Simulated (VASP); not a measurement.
All values below come from PBEsol GGA, VASP's PBE PAW potentials (set 64) (plane waves; VASP).

VASP input:

**KPOINTS**
```
Automatic mesh
0
Gamma
7 7 7
0 0 0
```

### INCAR
```
! general
SYSTEM  = Ge
PREC    = Accurate
ENCUT   = 480
LREAL   = .FALSE.
LASPH   = .TRUE.

! electronic loop
EDIFF   = 1E-6
NELM    = 100
ALGO    = Normal
LMAXMIX = 4

! smearing
ISMEAR  = 0
SIGMA   = 0.05

! functional
GGA     = PS

! ions
IBRION  = 2
NSW     = 60
ISIF    = 3
EDIFFG  = -0.01

! output
LWAVE   = .FALSE.
LCHARG  = .FALSE.
```

File POSCAR:
```
Ge
1
    0.0000000000     2.8290000000     2.8290000000
    2.8290000000     0.0000000000     2.8290000000
    2.8290000000     2.8290000000     0.0000000000
Ge
2
Direct
  0.5000000000   0.5000000000   0.5000000000
  0.7500000000   0.7500000000   0.7500000000
```

POTCAR, in this order: Ge_d (PBE.64 set). Program: vasp_std.

The run wrote:

**OUTCAR**
```
 ion  position               nearest neighbor table
   1  0.500  0.500  0.500-   2 2.45   2 2.45   2 2.45   2 2.45
   2  0.750  0.750  0.750-   1 2.45   1 2.45   1 2.45   1 2.45
  LATTYP: Found a face centered cubic cell.
 ALAT       =     5.6580000000
 Subroutine PRICEL returns:
 Original cell was already a primitive cell.
 Subroutine GETGRP returns: Found 48 space group operations
The static configuration has the point symmetry T_d .
 The point group associated with its full space group is O_h .
The dynamic configuration has the point symmetry T_d .
 Subroutine INISYM returns: Found 48 space group operations
 Subroutine IBZKPT returns following result:
 Found     20 irreducible k-points:

 Following reciprocal coordinates:
            Coordinates               Weight
  0.000000  0.000000  0.000000      1.000000
  0.142857  0.000000  0.000000      8.000000
  0.285714  0.000000  0.000000      8.000000
  0.428571  0.000000  0.000000      8.000000
  0.142857  0.142857  0.000000      6.000000
  0.285714  0.142857  0.000000     24.000000
  0.428571  0.142857  0.000000     24.000000
 -0.428571  0.142857  0.000000     24.000000
...
```

### OSZICAR
```
       N       E                     dE             d eps       ncg     rms          rms(c)
DAV:   1     0.156920878205E+03    0.15692E+03   -0.14655E+04   744   0.411E+03
DAV:   2     0.970583846342E+01   -0.14722E+03   -0.14479E+03   720   0.499E+02
DAV:   3    -0.942201661257E+01   -0.19128E+02   -0.18968E+02   816   0.141E+02
DAV:   4    -0.999647022513E+01   -0.57445E+00   -0.57374E+00   820   0.290E+01
DAV:   5    -0.100054833415E+02   -0.90131E-02   -0.90108E-02   816   0.373E+00    0.328E+00
DAV:   6    -0.990269131063E+01    0.10279E+00   -0.39188E-02   854   0.267E+00    0.189E+00
DAV:   7    -0.984963479105E+01    0.53057E-01   -0.76304E-02   738   0.286E+00    0.162E-01
DAV:   8    -0.985075323981E+01   -0.11184E-02   -0.82866E-03   810   0.147E+00    0.496E-02
DAV:   9    -0.985085761428E+01   -0.10437E-03   -0.34321E-04   810   0.329E-01    0.140E-02
DAV:  10    -0.985086847730E+01   -0.10863E-04   -0.25520E-05   824   0.636E-02    0.548E-03
DAV:  11    -0.985086990838E+01   -0.14311E-05   -0.24235E-06   652   0.165E-02    0.131E-03
DAV:  12    -0.985086973027E+01    0.17811E-06   -0.79451E-07   384   0.187E-02
   1 F= -.98508697E+01 E0= -.98507391E+01  d E =-.985087E+01
       N       E                     dE             d eps       ncg     rms          rms(c)
DAV:   1    -0.987499907722E+01   -0.24129E-01   -0.34221E-01   952   0.123E+01    0.905E-01
DAV:   2    -0.985726986352E+01    0.17729E-01   -0.24821E-02   932   0.325E+00    0.451E-01
DAV:   3    -0.985162937507E+01    0.56405E-02   -0.96993E-03   940   0.181E+00    0.105E-01
DAV:   4    -0.985121856503E+01    0.41081E-03   -0.11567E-03   914   0.715E-01    0.218E-02
DAV:   5    -0.985121019447E+01    0.83706E-05   -0.94943E-05   834   0.195E-01    0.166E-02
DAV:   6    -0.985120859217E+01    0.16023E-05   -0.70494E-06   834   0.548E-02    0.815E-04
DAV:   7    -0.985120849750E+01    0.94668E-07   -0.29196E-07   366   0.926E-03
   2 F= -.98512085E+01 E0= -.98510946E+01  d E =-.338767E-03
       N       E                     dE             d eps       ncg     rms          rms(c)
DAV:   1    -0.985262817028E+01   -0.14196E-02   -0.19475E-02   952   0.290E+00    0.218E-01
DAV:   2    -0.985160344730E+01    0.10247E-02   -0.14482E-03   934   0.793E-01    0.108E-01
DAV:   3    -0.985128374375E+01    0.31970E-03   -0.54181E-04   940   0.428E-01    0.258E-02
DAV:   4    -0.985126370166E+01    0.20042E-04   -0.64051E-05   922   0.168E-01    0.529E-03
DAV:   5    -0.985126286574E+01    0.83592E-06   -0.49128E-06   722   0.440E-02
   3 F= -.98512629E+01 E0= -.98511478E+01  d E =-.393135E-03
       N       E                     dE             d eps       ncg     rms          rms(c)
DAV:   1    -0.985179793827E+01   -0.53424E-03   -0.79017E-03   952   0.185E+00    0.139E-01
DAV:   2    -0.985138281314E+01    0.41513E-03   -0.59045E-04   932   0.505E-01    0.691E-02
DAV:   3    -0.985124988458E+01    0.13293E-03   -0.22338E-04   940   0.274E-01    0.163E-02
DAV:   4    -0.985123853290E+01    0.11352E-04   -0.26329E-05   914   0.108E-01    0.337E-03
DAV:   5    -0.985123844849E+01    0.84408E-07   -0.18917E-06   368   0.286E-02
   4 F= -.98512384E+01 E0= -.98511243E+01  d E =-.368718E-03
       N       E                     dE             d eps       ncg     rms          rms(c)
DAV:   1    -0.985146161226E+01   -0.22308E-03   -0.28922E-03   952   0.111E+00    0.842E-02
DAV:   2    -0.985130730371E+01    0.15431E-03   -0.21769E-04   932   0.308E-01    0.417E-02
DAV:   3    -0.985126001525E+01    0.47288E-04   -0.81634E-05   936   0.166E-01    0.987E-03
DAV:   4    -0.985125770110E+01    0.23141E-05   -0.94669E-06   804   0.647E-02    0.200E-03
DAV:   5    -0.985125751979E+01    0.18131E-06   -0.67123E-07   364   0.169E-02
   5 F= -.98512575E+01 E0= -.98511429E+01  d E =-.387790E-03
```

**OUTCAR**
```
------------------------ aborting loop because EDIFF is reached ----------------------------------------
  FORCE on cell =-STRESS in cart. coord.  units (eV):
  Direction    XX          YY          ZZ          XY          YZ          ZX
  --------------------------------------------------------------------------------------
  Total        0.0011345      0.0011345      0.0011345     -0.0000000      0.0000000     -0.0000000
  in kB        0.0398513      0.0398513      0.0398513     -0.0000000      0.0000000     -0.0000000
  external PRESSURE =       0.0398513 kB  Pullay stress =       0.0000000 kB
  volume of cell :       45.61
      direct lattice vectors                 reciprocal lattice vectors
     0.000000000  2.835814038  2.835814038    -0.176316216  0.176316216  0.176316216
     2.835814038 -0.000000000  2.835814038     0.176316216 -0.176316216  0.176316216
     2.835814038  2.835814038 -0.000000000     0.176316216  0.176316216 -0.176316216
 POSITION                                       TOTAL-FORCE (eV/Angst)
 -----------------------------------------------------------------------------------
      2.83581      2.83581      2.83581         0.000000      0.000000      0.000000
      4.25372      4.25372      4.25372        -0.000000     -0.000000     -0.000000
 -----------------------------------------------------------------------------------
    total drift:                                0.000000     -0.000000     -0.000000
  FREE ENERGIE OF THE ION-ELECTRON SYSTEM (eV)
  ---------------------------------------------------
  free  energy   TOTEN  =        -9.8512575198 eV

  energy  without entropy=       -9.8510283252  energy(sigma->0) =       -9.85114292

 reached required accuracy - stopping structural energy minimisation
```
(Selected blocks of OUTCAR.)

File CONTCAR:
```
Ge
   1.00000000000000
     0.0000000000000000    2.8358140381518853    2.8358140381518853
     2.8358140381518853   -0.0000000000000000    2.8358140381518853
     2.8358140381518853    2.8358140381518853   -0.0000000000000000
  Ge
     2
Direct
     0.5000000000000000    0.5000000000000000    0.5000000000000000
     0.7500000000000000    0.7500000000000000    0.7500000000000000
```

The compound is Ge in the diamond structure. This run relaxes it. Symmetry was kept, so distortions that lower it aren't found.
